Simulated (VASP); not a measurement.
The system is BeZn2Te3.

```
CELL_PARAMETERS angstrom
2.93159 -3.43442 0.00000
2.93159 3.43442 0.00000
0.00000 0.00000 6.66337
ATOMIC_POSITIONS crystal
Be 0.00000 0.00000 0.50000
Zn 0.75523 0.24477 0.50000
Zn 0.24477 0.75523 0.50000
Te 0.50000 0.50000 0.69615
Te 0.50000 0.50000 0.30385
Te 0.00000 0.00000 0.00000
```

The cell was built by a generator and needn't be a form met in nature.

```yaml
Program: VASP 6.6.1
Task: relaxation of cell and atoms
Functional: PBE
Potentials_or_basis: VASP PAW PBE potentials, release 64 (Be, Zn, Te)
Cutoff: 520 eV
k_mesh: 3 × 3 × 2
Occupations: gaussian, width 0.15 eV
Spin: no spin polarisation
```

At the start: pressure 35.7 GPa; volume 22.36 Å³/atom.

How do energy, volume and symmetry change on relaxing?

Over 22 steps the energy falls by 1638.1 meV/atom and the volume is 26.31 Å³/atom (+17.6 %); space group Cmmm (No. 65, to 0.05 Å).

The path:
```tsv
step	energy change (eV)	largest force (eV/Å)	pressure (GPa)	volume (Å³)
1	0.0000	10.8454	35.67	134.18
2	-6.9596	0.2690	-6.74	242.75
3	9.6727	2.2400	-1.88	183.91
4	-6.8435	1.1525	-1.29	186.01
5	-7.6597	0.4415	-5.43	213.68
6	-8.2674	1.1135	-3.33	188.24
7	-8.8542	1.1927	-4.20	187.11
8	-9.4987	0.5200	-3.47	172.58
9	-9.6241	0.1654	0.88	155.82
10	-9.6823	0.1684	-0.95	162.14
11	-9.6834	0.1357	-1.04	161.56
12	-9.6812	0.0990	-0.41	160.25
13	-9.6833	0.1400	-0.51	161.06
14	-9.7286	0.1170	-0.50	158.51
15	-9.7302	0.8163	2.06	150.76
16	-9.7607	0.4470	0.75	154.64
17	-9.7917	0.4324	0.42	155.23
18	-9.8063	0.1224	0.36	156.76
19	-9.8185	0.3482	0.50	156.03
20	-9.8201	0.2817	0.46	156.30
21	-9.8288	0.0209	-0.65	158.20
22	-9.8288	0.0644	0.02	157.84
```

Final structure:
```
Be Zn Te
1.0
     2.78312   -4.39470    0.00000
     2.78312    4.39470    0.00000
     0.00000    0.00000    6.45259
Be Zn Te
1 2 3
Direct
  0.00000 0.00000 0.50000
  0.74516 0.25484 0.50000
  0.25484 0.74516 0.50000
  0.50000 0.50000 0.76018
  0.50000 0.50000 0.23982
  0.00000 0.00000 0.00000
```

Caveat: the k mesh is coarse (spacing up to 0.47 Å⁻¹), so the values aren't converged; the volume moved by over 15 % at a fixed basis, so the end points are rough.
